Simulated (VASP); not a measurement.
A run of VASP 6.6.1 is set up as follows.

Contents of INCAR:

```
SYSTEM = KNi
  PREC = Accurate
  ENCUT = 520
  EDIFF = 1E-7
  ISMEAR = 1
  SIGMA = 0.1
  LREAL = .False.
  LASPH = .True.
  NELM = 150
  ALGO = Fast
  ISIF = 2
  LWAVE = .False.
  LCHARG = .False.
  ISPIN = 2
  MAGMOM = 0 1
  LORBIT = 11
  LMAXMIX = 4
  GGA = CA
  IBRION = 2
  NSW = 40
  EDIFFG = -0.005
```

The input KPOINTS:

```
Automatic mesh
0
Gamma
  7 7 8
  0 0 0
```

File POSCAR:

```
KNi
1.0
    3.6604778900      0.0000000000      0.0000000000
    0.0000000000      3.6604778900      0.0000000000
    0.0000000000      0.0000000000      3.4788877700
K Ni
1 1
Direct
    0.0000000000      0.0000000000      0.0000000000
    0.5000000000      0.5000000000      0.5000000000
```

Potentials or basis: VASP PAW LDA potentials, release 64 (K_sv, Ni).

Launch:

```sh
$ cat potpaw_LDA.64/K_sv/POTCAR potpaw_LDA.64/Ni/POTCAR > POTCAR
$ mpirun -np 1 vasp_std > vasp.out
```

(1) What does it give for the site moments?

(2) Estimate the net moment.

(3) What does it give for the band gap on the k mesh?

Answers

(1) K -0.01; Ni +0.43 μB.

(2) 0.41 μB per cell.

(3) none (metal or under the smearing width).

Caveat: the relaxation stopped at its first step, so nothing moved.
